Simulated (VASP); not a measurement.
LaMnAs3:

```xyz
5
Lattice="4.5739 0.0000 0.0000 0.0000 4.5739 0.0000 0.0000 0.0000 4.5739" Properties=species:S:1:pos:R:3 pbc="T T T"
La    0.0000    0.0000    0.0000
As    2.2870    2.2870    0.0000
As    0.0000    2.2870    2.2870
As    2.2870    0.0000    2.2870
Mn    2.2870    2.2870    2.2870
```

The cell was built by a generator and needn't be a form met in nature.

Base run:

| Property | Result |
| --- | --- |
| Program | VASP 6.6.1 |
| Functional | PBE |
| Dispersion | D3(BJ) |
| Potentials or basis | VASP PAW PBE potentials, release 64 (La, As, Mn_pv) |
| Cutoff | 520 eV |
| k mesh | 4 × 4 × 4 |
| Occupations | fermi-dirac, width 0.1 eV |
| Spin | no spin polarisation |

Its results: band gap on the k mesh none (metal or under the smearing width); pressure 6.6 GPa.

**Question.** The run is repeated on the same cell with these changes: dispersion from D3(BJ) to none. What comes out?

**Answer.** Band gap on the k mesh none (metal or under the smearing width); pressure 10.5 GPa.

Dispersion adds attraction, which lowers the pressure at fixed volume and, as a term added to the energy, leaves the levels alone.

Caveats: pairwise dispersion overbinds metals, which lowers pressure and volume (some runs).
